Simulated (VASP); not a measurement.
VASP ran on this input.

**POSCAR**
```
HgSe
1
    0.0000000000     3.1675400000     3.1675400000
    3.1675400000     0.0000000000     3.1675400000
    3.1675400000     3.1675400000     0.0000000000
Hg Se
1 1
Direct
  0.0000000000   0.0000000000   0.0000000000
  0.7500000000   0.7500000000   0.7500000000
```

### INCAR
```
SYSTEM = HgSe
LMAXMIX = 6   # l cut-off of mixed one-centre charges
LCHARG = .FALSE.
EDIFF = 1E-04   # SCF stop (eV)
LREAL = .FALSE.
ISIF = 2
ALGO = Normal
PREC = Accurate
SIGMA = 0.272   # width (eV)
LASPH = .TRUE.
LWAVE = .FALSE.
ISMEAR = 1   # Methfessel-Paxton
NELM = 100   # most electronic steps
ENCUT = 180   # plane-wave cut-off (eV)
```

File KPOINTS:
```
Automatic mesh
0
Gamma
1 1 1
0.5 0.5 0.5
```

POTCAR, in this order: Hg Se (LDA.64 set). Program: vasp_std.

Question: Translate this LDA calculation to Ansatz.

Answer: One equivalent input (not run):
Ansatz 0.2 input:
```yaml
crystal:
  lattice:
    - [0.0000000, 3.1675400, 3.1675400]
    - [3.1675400, 0.0000000, 3.1675400]
    - [3.1675400, 3.1675400, 0.0000000]
  atoms:
    - { symbol: Hg, position: [0.0000000, 0.0000000, 0.0000000] }
    - { symbol: Se, position: [0.7500000, 0.7500000, 0.7500000] }
kpoints:
  mp_grid: { grid: [1, 1, 1], shift: [0.5, 0.5, 0.5] }
hamiltonian:
  xc: lda
  pseudopotentials: { kind: paw }
scf:
  occupations: { method: methfessel_paxton, width: 0.272 }
  max_iter: 100
output: { forces: true, stress: true, eigenvalues: true }
```
Limits of the translation: each code has its own PAW files, so the cut-off isn't converted (ENCUT is set for VASP's; basis.ecutwfc is left out, and Ansatz then takes the one that its files recommend); Ansatz stops its SCF on the density residual and VASP on the energy change (EDIFF); Ansatz's lda is the Perdew-Wang form, while the LDA potentials of VASP carry Perdew-Zunger's.

The structure comes from a computed database's HgSe entry; how it stands against other phases isn't given here. The cell was not relaxed at this level. The k-mesh is coarse (spacing up to 1.72 per Å, 2π included), so the numbers may not be converged in it. The run is one of a series of settings (EDIFF = 1E-04, ENCUT = 180, GGA removed, ISMEAR = 1, SIGMA = 0.272, KPOINTS 1×1×1 Γ-centred mesh shifted by (0.5, 0.5, 0.5), POTCAR Hg Se (LDA.64 set) against the base run), some of them coarse on purpose.
